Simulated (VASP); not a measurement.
OSZICAR of a VASP run on Hf (hcp):

File OSZICAR:
```
       N       E                     dE             d eps       ncg     rms          rms(c)
DAV:   1     0.476354670568E+02    0.47635E+02   -0.11732E+04  2360   0.136E+03
DAV:   2    -0.190990008551E+02   -0.66734E+02   -0.65458E+02  2886   0.271E+02
DAV:   3    -0.212820832553E+02   -0.21831E+01   -0.21245E+01  3230   0.312E+01
DAV:   4    -0.213017580935E+02   -0.19675E-01   -0.19669E-01  2726   0.380E+00
DAV:   5    -0.213020631522E+02   -0.30506E-03   -0.30504E-03  3246   0.381E-01    0.647E+01
DAV:   6    -0.207107423332E+02    0.59132E+00   -0.57533E-01  2496   0.567E+00    0.383E+01
DAV:   7    -0.205026301929E+02    0.20811E+00   -0.96455E-01  2558   0.697E+00    0.193E+00
DAV:   8    -0.204908047217E+02    0.11825E-01   -0.65355E-02  2586   0.193E+00    0.478E-01
DAV:   9    -0.204909045175E+02   -0.99796E-04   -0.13930E-03  3336   0.301E-01    0.244E-01
DAV:  10    -0.204908991808E+02    0.53367E-05   -0.51545E-05  2692   0.581E-02    0.256E-01
DAV:  11    -0.204908983500E+02    0.83086E-06   -0.70849E-06  3174   0.240E-02    0.193E-02
DAV:  12    -0.204908984643E+02   -0.11429E-06   -0.70976E-07  3014   0.656E-03    0.127E-02
DAV:  13    -0.204908984304E+02    0.33883E-07   -0.58789E-08  1986   0.210E-03
   1 F= -.20490898E+02 E0= -.20490840E+02  d E =-.204909E+02
       N       E                     dE             d eps       ncg     rms          rms(c)
DAV:   1    -0.204917568584E+02   -0.85839E-03   -0.43742E-02  2382   0.174E+00    0.184E-01
DAV:   2    -0.204912500208E+02    0.50684E-03   -0.71795E-04  3102   0.211E-01    0.822E-02
DAV:   3    -0.204910926993E+02    0.15732E-03   -0.18580E-04  3176   0.954E-02    0.714E-02
DAV:   4    -0.204910680585E+02    0.24641E-04   -0.60865E-05  3348   0.564E-02    0.310E-02
DAV:   5    -0.204910683764E+02   -0.31788E-06   -0.36263E-06  3060   0.143E-02    0.245E-03
DAV:   6    -0.204910683888E+02   -0.12382E-07   -0.78919E-08  1846   0.218E-03
   2 F= -.20491068E+02 E0= -.20491048E+02  d E =-.169958E-03
```

Which electronic solver shows in the log?

It is blocked Davidson (ALGO = Normal, or the opening steps of other solvers). The INCAR had ALGO = Normal.

Can the final energy be trusted as converged?

The calculation finished and met its thresholds. It stopped with EDIFF = 1E-7, NELM = 100, NSW = 30 and EDIFFG = -0.01 after 2 ionic steps (AM05 GGA, plane waves, VASP's PBE PAW potentials (set 64)).

The compound is Hf in the hcp structure. This cell is one point of a volume scan, at 1.06 of the reference volume. Symmetry was kept, so distortions that lower it aren't found.
